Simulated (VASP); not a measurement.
Crystal: HfTi2S5.

```xyz
8
Lattice="0.0000 4.3170 4.3170 4.3170 0.0000 4.3170 4.3170 4.3170 0.0000" Properties=species:S:1:pos:R:3 pbc="T T T"
Hf    0.0000    0.0000    0.0000
Ti    6.4755    6.4755    6.4755
Ti    4.3170    4.3170    4.3170
S     5.4243    7.5267    5.4243
S     7.5267    7.5267    7.5267
S     7.5267    5.4243    5.4243
S     5.4243    5.4243    7.5267
S     2.1585    2.1585    2.1585
```

The cell was built by a generator and needn't be a form met in nature.

- Program: VASP 6.6.1
- Task: relaxation of cell and atoms
- Functional: PBE
- Potentials or basis: VASP PAW PBE potentials, release 64 (Hf_pv, Ti_sv, S)
- Cutoff: 520 eV
- k mesh: 3 × 3 × 3
- Occupations: gaussian, width 0.15 eV
- Spin: no spin polarisation

At the start: pressure 70.0 GPa; volume 20.11 Å³/atom.

**Question.** Where does the relaxation end?

**Answer.** Over 18 steps the energy falls by 2335.0 meV/atom and the volume is 36.09 Å³/atom (+79.4 %); space group F-43m (No. 216, to 0.05 Å).

Step by step:
| step | energy change (eV) | largest force (eV/Å) | pressure (GPa) | volume (Å³) |
| --- | --- | --- | --- | --- |
| 1 | 0.0000 | 2.4859 | 69.97 | 160.91 |
| 2 | 39.2217 | 0.8685 | -9.66 | 464.39 |
| 3 | 10.2741 | 2.5219 | -0.78 | 356.09 |
| 4 | 25.5906 | 3.8110 | 9.88 | 347.15 |
| 5 | -14.3508 | 0.1827 | -7.89 | 411.46 |
| 6 | -14.9759 | 0.3392 | -6.55 | 410.41 |
| 7 | -15.9331 | 0.1356 | -6.76 | 389.11 |
| 8 | -16.6835 | 0.9327 | -6.24 | 367.73 |
| 9 | -16.9196 | 1.4918 | -5.63 | 357.34 |
| 10 | -16.9928 | 1.8256 | -5.37 | 352.22 |
| 11 | -17.0193 | 2.0035 | -5.22 | 349.68 |
| 12 | -18.1257 | 1.1824 | -3.43 | 322.78 |
| 13 | -18.1353 | 0.9103 | -3.72 | 324.48 |
| 14 | -18.6653 | 0.3767 | -0.45 | 292.59 |
| 15 | -18.6759 | 0.2270 | 0.11 | 287.89 |
| 16 | -18.6759 | 0.2230 | -0.08 | 287.19 |
| 17 | -18.6736 | 0.1823 | 0.40 | 285.78 |
| 18 | -18.6804 | 0.0502 | -0.07 | 288.70 |

Final structure:
```
Hf Ti S
1.0
     0.00000    5.24570    5.24570
     5.24570    0.00000    5.24570
     5.24570    5.24570    0.00000
Hf Ti S
1 2 5
Direct
  0.00000 0.00000 0.00000
  0.75000 0.75000 0.75000
  0.50000 0.50000 0.50000
  0.87126 0.38622 0.87126
  0.87126 0.87126 0.87126
  0.38622 0.87126 0.87126
  0.87126 0.87126 0.38622
  0.25000 0.25000 0.25000
```

Caveat: the k mesh is coarse (spacing up to 0.42 Å⁻¹), so the values aren't converged; the volume moved by over 15 % at a fixed basis, so the end points are rough; the relaxation stopped at a loose force limit of 0.08 eV/Å, so its end isn't a converged minimum.
